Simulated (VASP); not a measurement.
# SnCl4 in VASP: a series of runs

The runs below take SnCl4 through relaxation of the atoms, single point, with PBE+D3(BJ), PBE, RPBE, RPBE+D3(BJ).

Everything below comes from runs of VASP 6.6.1. Logs are shortened: lines on timing, memory, paths and dates and some standing lists are left out, and cuts for length are marked.

### 1 Starting point

The cell holds a molecule in a box, 5 atoms: a = 14.208 Å, b = 14.708 Å, c = 15.208 Å, α = 90.00°, β = 90.00°, γ = 90.00°.

### 2 Relaxation of the atoms, PBE+D3(BJ)

Input file INCAR:

```
SYSTEM = SnCl4
PREC     = Accurate       ! precision mode
ENCUT    = 400            ! plane-wave cutoff, eV
EDIFF    = 1E-7           ! SCF threshold, eV
ISMEAR   = 0              ! smearing method
SIGMA    = 0.01           ! smearing width, eV
LREAL    = .FALSE.        ! projectors in reciprocal space
LASPH    = .TRUE.         ! aspherical terms in the spheres
NELM     = 100            ! most SCF steps
ALGO     = Normal         ! electronic algorithm
ISIF     = 2              ! what is computed and relaxed
LWAVE    = .FALSE.        ! write WAVECAR
LCHARG   = .FALSE.        ! write CHGCAR
GGA      = PE             ! functional
IVDW     = 12             ! dispersion correction
IBRION   = 2              ! ionic algorithm
NSW      = 120            ! ionic steps
EDIFFG   = -0.03          ! ionic threshold
ISYM     = 0
```

Input file KPOINTS:

```
Automatic mesh
0
G
  1 1 1
  0 0 0
```

Input file POSCAR:

```
SnCl4
1.0
   14.2077045379      0.0000000000      0.0000000000
    0.0000000000     14.7077045379      0.0000000000
    0.0000000000      0.0000000000     15.2077045379
Sn Cl
1 4
Selective dynamics
Direct
    0.4999998463      0.5034009973      0.5000007000  F F F
    0.5321955810      0.3671604395      0.5702710875  T T T
    0.6212802635      0.6051816872      0.5260035993  T T T
    0.3603159023      0.5628351432      0.5535703555  T T T
    0.4862084070      0.4784196265      0.3501542578  T T T
```

Potentials or basis: VASP PAW PBE potentials, release 64 (Sn_d, Cl).

Command:

```
cat potpaw_PBE.64/Sn_d/POTCAR potpaw_PBE.64/Cl/POTCAR > POTCAR
mpirun -np 1 vasp_gam > vasp.out
```

OUTCAR:

```text
SYSTEM = SnCl4
   PREC = Accurate
   ENCUT = 400
   EDIFF = 1E-7
   ISMEAR = 0
   LREAL = .FALSE.
   LASPH = .TRUE.
   NELM = 100
   ISIF = 2
   GGA = PE
   IVDW = 12
   IBRION = 2
   NSW = 120
   EDIFFG = -0.03
   ISYM = 0
 IVDW          = 12

 ion  position               nearest neighbor table
   1  0.500  0.503  0.500-   3 2.32   4 2.32   5 2.32   2 2.32
   2  0.532  0.367  0.570-   1 2.32
   3  0.621  0.605  0.526-   1 2.32
   4  0.360  0.563  0.554-   1 2.32
   5  0.486  0.478  0.350-   1 2.32

IMPORTANT INFORMATION: All symmetrisations will be switched off!
NOSYMM: (Re-)initialisation of all symmetry stuff for point group C_1.

----------------------------------------------------------------------------------------

                                     Primitive cell

  volume of cell :    3177.8433

  direct lattice vectors                    reciprocal lattice vectors
    14.207704538  0.000000000  0.000000000     0.070384347  0.000000000  0.000000000
     0.000000000 14.707704538  0.000000000     0.000000000  0.067991575  0.000000000
     0.000000000  0.000000000 15.207704538     0.000000000  0.000000000  0.065756143

  length of vectors
    14.207704538 14.707704538 15.207704538     0.070384347  0.067991575  0.065756143

  position of ions in fractional coordinates (direct lattice)
     0.499999846  0.503400997  0.500000700
     0.532195581  0.367160439  0.570271087
     0.621280263  0.605181687  0.526003599
     0.360315902  0.562835143  0.553570355
     0.486208407  0.478419626  0.350154258

  ion indices of the primitive-cell ions
   primitive index   ion index
                 1           1
                 2           2
                 3           3
                 4           4
                 5           5

----------------------------------------------------------------------------------------

 KPOINTS: Automatic mesh

Automatic generation of k-mesh.
 Grid dimensions read from file:
 generate k-points for:    1    1    1

 Generating k-lattice:

  Cartesian coordinates                     Fractional coordinates (reciprocal lattice)
     0.070384347  0.000000000  0.000000000     1.000000000  0.000000000  0.000000000
     0.000000000  0.067991575  0.000000000     0.000000000  1.000000000  0.000000000
     0.000000000  0.000000000  0.065756143     0.000000000  0.000000000  1.000000000

  Length of vectors
     0.070384347  0.067991575  0.065756143

  Shift w.r.t. Gamma in fractional coordinates (k-lattice)
     0.000000000  0.000000000  0.000000000

 Subroutine IBZKPT returns following result:
 ===========================================

 Found      1 irreducible k-points:

 Following reciprocal coordinates:
            Coordinates               Weight
  0.000000  0.000000  0.000000      1.000000
   k-points           NKPTS =      1   k-points in BZ     NKDIM =      1   number of bands    NBANDS=     25
   number of dos      NEDOS =    301   number of ions     NIONS =      5
   total plane-waves  NPLWV = 921600
   dimension x,y,z NGX =    96 NGY =   96 NGZ =  100
   dimension x,y,z NGXF=   192 NGYF=  192 NGZF=  200
   ions per type =               1   4
   NGX,Y,Z   is equivalent  to a cutoff of  11.23, 10.85, 10.93 a.u.
   NGXF,Y,Z  is equivalent  to a cutoff of  22.47, 21.70, 21.86 a.u.
 SYSTEM =  SnCl4
   PREC   = accura    normal or accurate (medium, high low for compatibility)
   ISTART =      0    job   : 0-new  1-cont  2-samecut
   ICHARG =      2    charge: 1-file 2-atom 10-const
   ISPIN  =      1    spin polarized calculation?
   LNONCOLLINEAR =      F non collinear calculations
   LSORBIT =      F    spin-orbit coupling
   LASPH  =      T    aspherical Exc in radial PAW
   ENCUT  =  400.0 eV  29.40 Ry    5.42 a.u.  23.17 23.98 24.80*2*pi/ulx,y,z
   NELM   =    100;   NELMIN=  2; NELMDL= -5     # of ELM steps
   EDIFF  = 0.1E-06   stopping-criterion for ELM
   LREAL  =      F    real-space projection
   EDIFFG = -.3E-01   stopping-criterion for IOM
   NSW    =    120    number of steps for IOM
   IBRION =      2    ionic relax: 0-MD 1-quasi-New 2-CG
   NFREE  =      1    steps in history (QN), initial steepest desc. (CG)
   ISIF   =      2    stress and relaxation
   ISYM   =      0    0-nonsym 1-usesym 2-fastsym
   POTIM  = 0.5000    time-step for ionic-motion
   TEBEG  =    0.0;   TEEND  =   0.0 temperature during run
   PSTRESS=    0.0 pullay stress
   NELECT =      42.0000    total number of electrons
   NUPDOWN=      -1.0000    fix difference up-down
   EMIN   =  10.00;   EMAX   =-10.00  energy-range for DOS
   EFERMI =   0.00;   METHOD = LEGACY
   ISMEAR =     0;   SIGMA  =   0.01  broadening in eV -4-tet -1-fermi 0-gaus
   EFERMI_NEDOS =   21; number of points for ismear=-14 and -15
   IALGO  =     38    algorithm
   IMIX   =      4    mixing-type and parameters
     AMIX     =   0.40;   BMIX     =  1.00
     AMIX_MAG =   1.60;   BMIX_MAG =  1.00
  volume/ion in A,a.u.               =     635.57      4289.03
  Fermi-wavevector in a.u.,A,eV,Ry     =   0.387062  0.731441  2.038383  0.149817
  Thomas-Fermi vector in A             =   1.326613
   LORBIT       =      0    0 simple, 1 ext, 2 COOP (PROOUT), +10 PAW based schemes
   GGA     = PE    functional components
   LHFCALC =     F    Hartree Fock is set to
   AEXX    =    0.0000 exact exchange contribution
   IVDW    =    12    specifies the selected vdW correction
   LEPSILON=     F    determine dielectric tensor
   LRPA    =     F    only Hartree local field effects (RPA)
 conjugate gradient relaxation of ions
 non-spin polarized calculation
 Gauss-broadening in eV      SIGMA  =   0.01
  energy-cutoff  :      400.00
  volume of cell :     3177.84
 maximum number of plane-waves:     28853
 NGX is ok and might be reduce to    96
   NGX = 47   NGY = 47   NGZ = 49

--------------------------------------- Ionic step        1  -------------------------------------------

 number of electron      41.9999985 magnetization

 Free energy of the ion-electron system (eV)
  ---------------------------------------------------
  ext. energy  EPLUGINS =         0.00000000
  ---------------------------------------------------
  free energy    TOTEN  =       -15.83541234 eV

  energy without entropy =      -15.83541234  energy(sigma->0) =      -15.83541234

------------------------ aborting loop because EDIFF is reached ----------------------------------------

 Edisp (eV)   -0.21238

 E8    (eV) :    -0.0923

  FORCE on cell =-STRESS in cart. coord.  units (eV):
  Direction    XX          YY          ZZ          XY          YZ          ZX
  --------------------------------------------------------------------------------------
  -------------------------------------------------------------------------------------
  Total      -0.16812    -0.16760    -0.16658     0.00009     0.00004    -0.00005
  in kB      -0.08476    -0.08450    -0.08398     0.00005     0.00002    -0.00002
  external pressure =       -0.08 kB  Pullay stress =        0.00 kB

 VOLUME and BASIS-vectors are now :
 -----------------------------------------------------------------------------
  energy-cutoff  :      400.00
  volume of cell :     3177.84
      direct lattice vectors                 reciprocal lattice vectors
    14.207704538  0.000000000  0.000000000     0.070384347  0.000000000  0.000000000
     0.000000000 14.707704538  0.000000000     0.000000000  0.067991575  0.000000000
     0.000000000  0.000000000 15.207704538     0.000000000  0.000000000  0.065756143

 POSITION                                       TOTAL-FORCE (eV/Angst)
 -----------------------------------------------------------------------------------
      7.10385      7.40387      7.60386         0.000285      0.001399     -0.000181
      7.56128      5.40009      8.67251        -0.006114      0.026616     -0.014291
      8.82697      8.90083      7.99931        -0.023290     -0.020029     -0.004956
      5.11926      8.27801      8.41853         0.026685     -0.012043     -0.011358
      6.90791      7.03645      5.32504         0.002434      0.004057      0.030785
 -----------------------------------------------------------------------------------
    total drift:                               -0.001786      0.002355      0.000268

  FREE ENERGIE OF THE ION-ELECTRON SYSTEM (eV)
  ---------------------------------------------------
  free  energy   TOTEN  =       -16.0477935204 eV

  energy  without entropy=      -16.0477935204  energy(sigma->0) =      -16.04779352

--------------------------------------- Ionic step        2  -------------------------------------------

 number of electron      41.9999985 magnetization

 Free energy of the ion-electron system (eV)
  ---------------------------------------------------
  ext. energy  EPLUGINS =         0.00000000
  ---------------------------------------------------
  free energy    TOTEN  =       -15.83534024 eV

  energy without entropy =      -15.83534024  energy(sigma->0) =      -15.83534024

 E-fermi :  -7.9233     XC(G=0):  -0.6808

 val. band max:       -7.9766675513   @ k =   0.0000   0.0000   0.0000
 cond. band min:      -3.9804534795   @ k =   0.0000   0.0000   0.0000
 fundamental gap:      3.9962140718
 Fermi energy:        -7.9232528907

 k-point     1 :       0.0000    0.0000    0.0000
  band No.  band energies     occupation
      1     -27.9509      2.00000
      2     -27.9509      2.00000
      3     -27.9509      2.00000
      4     -27.7958      2.00000
      5     -27.7958      2.00000
      6     -21.2081      2.00000
[... 17 lines left out ...]
     24      -0.8607      0.00000
     25      -0.8591      0.00000

------------------------ aborting loop because EDIFF is reached ----------------------------------------

 Edisp (eV)   -0.21258

 E8    (eV) :    -0.0924

  FORCE on cell =-STRESS in cart. coord.  units (eV):
  Direction    XX          YY          ZZ          XY          YZ          ZX
  --------------------------------------------------------------------------------------
  -------------------------------------------------------------------------------------
  Total      -0.09859    -0.09866    -0.09730    -0.00001     0.00021    -0.00025
  in kB      -0.04970    -0.04974    -0.04906    -0.00000     0.00011    -0.00013
  external pressure =       -0.05 kB  Pullay stress =        0.00 kB

 VOLUME and BASIS-vectors are now :
 -----------------------------------------------------------------------------
  energy-cutoff  :      400.00
  volume of cell :     3177.84
      direct lattice vectors                 reciprocal lattice vectors
    14.207704538  0.000000000  0.000000000     0.070384347  0.000000000  0.000000000
     0.000000000 14.707704538  0.000000000     0.000000000  0.067991575  0.000000000
     0.000000000  0.000000000 15.207704538     0.000000000  0.000000000  0.065756143

 POSITION                                       TOTAL-FORCE (eV/Angst)
 -----------------------------------------------------------------------------------
      7.10385      7.40387      7.60386         0.000453      0.001164     -0.000141
      7.56098      5.40137      8.67182        -0.001694      0.007315     -0.004012
      8.82584      8.89987      7.99907        -0.006593     -0.005536     -0.001149
      5.12055      8.27743      8.41799         0.007270     -0.003481     -0.003411
      6.90802      7.03665      5.32653         0.000563      0.000538      0.008714
 -----------------------------------------------------------------------------------
    total drift:                               -0.001813      0.002268      0.000283

  FREE ENERGIE OF THE ION-ELECTRON SYSTEM (eV)
  ---------------------------------------------------
  free  energy   TOTEN  =       -16.0479168627 eV

  energy  without entropy=      -16.0479168627  energy(sigma->0) =      -16.04791686

 reached required accuracy - stopping structural energy minimisation
```

Wall time 3.5 min (1 thread of Intel Xeon 6975P-C (Granite Rapids), shared host); peak memory 1.5 GiB.

What came out:

```yaml
Free_energy: -16.0479 eV
Energy_gained_by_relaxing: 0.0 meV/atom
Ionic_steps: 2
Gap_between_the_frontier_levels: 4.00 eV
Dispersion_energy_per_atom: -0.043 eV
```

The path:
```tsv
step	energy change (eV)	largest force (eV/Å)	pressure (GPa)
1	0.0000	0.0314	-0.01
2	-0.0001	0.0088	0.00
```

Final structure:
```cif
data_structure
_symmetry_space_group_name_H-M 'P 1'
_symmetry_Int_Tables_number 1
_cell_length_a 14.2077
_cell_length_b 14.7077
_cell_length_c 15.2077
_cell_angle_alpha 90.000
_cell_angle_beta 90.000
_cell_angle_gamma 90.000
_cell_volume 3177.84
loop_
_atom_site_label
_atom_site_type_symbol
_atom_site_fract_x
_atom_site_fract_y
_atom_site_fract_z
_atom_site_occupancy
Sn1 Sn 0.50000 0.50340 0.50000 1
Cl1 Cl 0.53217 0.36725 0.57023 1
Cl2 Cl 0.62120 0.60512 0.52599 1
Cl3 Cl 0.36041 0.56280 0.55353 1
Cl4 Cl 0.48622 0.47843 0.35025 1
```

Levels at points of the mesh, in eV from the valence-band top:
```
           k point  band 17  band 18  band 19  band 20  band 21  band 22  band 23  band 24  band 25
(0.00, 0.00, 0.00)    -0.30    -0.30     0.00     0.00     0.00     4.00     7.11     7.12     7.12
```

Caveat: spin-orbit coupling is left out, which moves the levels of the heavy elements.

[end of part 1 of 2]
